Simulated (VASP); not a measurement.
Here is the system:

```yaml
crystal:
  lattice:
    - [0.00000, 3.16874, 3.16874]
    - [3.16874, 0.00000, 3.16874]
    - [3.16874, 3.16874, 0.00000]
  atoms:
    - { symbol: Pb, position: [0.00000, 0.00000, 0.00000] }
    - { symbol: Se, position: [0.50000, 0.50000, 0.50000] }
```

Computed with PBE GGA, VASP's PBE PAW potentials (set 64) (plane waves; VASP 6.6.1). Run with 520 eV cut-off, 7×7×7 Γ-centred mesh, Gaussian smearing of 0.050 eV, potentials Pb_d Se.

Q: Estimate the energy per atom (σ→0), pressure.

A: 
| Item | Result |
|---|---|
| energy per atom (σ→0) | -4.086 eV/atom |
| pressure | -2.39 GPa |

The compound is PbSe in the rock salt structure. This cell is one point of a volume scan, at 1.06 of the reference volume.
